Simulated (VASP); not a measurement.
Input:

```yaml
crystal:
  lattice:
    - [2.91581, 0.00000, 0.00000]
    - [0.00000, 2.91581, 0.00000]
    - [0.00000, 0.00000, 2.91581]
  atoms:
    - { symbol: Ru, position: [0.00000, 0.00000, 0.00000] }
    - { symbol: P, position: [0.50000, 0.50000, 0.50000] }
```

Method: PBEsol GGA, VASP's PBE PAW potentials (set 64) (plane waves; VASP). Run with 400 eV cut-off, 14×14×14 Γ-centred mesh, tetrahedra with Blöchl corrections, potentials Ru_pv P.

Problem. The job: RuP (relaxed from the CsCl type structure, space group Pm-3m), 2 atoms, PBEsol, static run, 400 eV, 14×14×14 Γ-centred mesh. Roughly how much core time does it take on a busy server core?

Solution. About 30 core-seconds (one run on a shared machine, a rough figure). It had 120 irreducible k-points, 13 bands, up to 468 plane waves and 16 electronic steps.

The structure was generated: RuP was put into the CsCl type type (Pm-3m), which need not be its known phase. It was relaxed first, which changed the volume by -30 %.
